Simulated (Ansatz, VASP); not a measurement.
## GeCN2: VASP beside Ansatz

```
Ge C N
1.0
     1.79379    1.03565    4.92196
    -1.79379    1.03565    4.92196
     0.00000   -2.07129    4.92196
Ge C N
1 1 2
Direct
  0.00000 0.00000 0.00000
  0.50000 0.50000 0.50000
  0.41610 0.41610 0.41610
  0.58390 0.58390 0.58390
```

The cell comes from a database or a generator and needn't be the stable form of this composition.

Alike in both runs: task single point; functional PBE; k mesh 6 × 6 × 6; no spin polarisation.

|  | VASP | Ansatz |
| --- | --- | --- |
| version | VASP 6.6.1 | Ansatz 0.2.0 |
| potentials or method | VASP PAW PBE potentials, release 64 (Ge_d, C, N) | plane waves, PAW |
| plane-wave cutoff (eV) | 520 | 420 |
| occupations | gaussian, width 0.01 eV | fixed |
| valence electrons in the cell | 28 | 28 |

Ansatz gave:

* pressure (GPa): 0.0
* largest component of the traceless stress (GPa): 0.20

Estimate VASP's values.

pressure (GPa): 0.2; largest component of the traceless stress (GPa): 0.30.

Caveats: the standard files for N, O and F lose accuracy on very short bonds. A k mesh can miss the band edges.
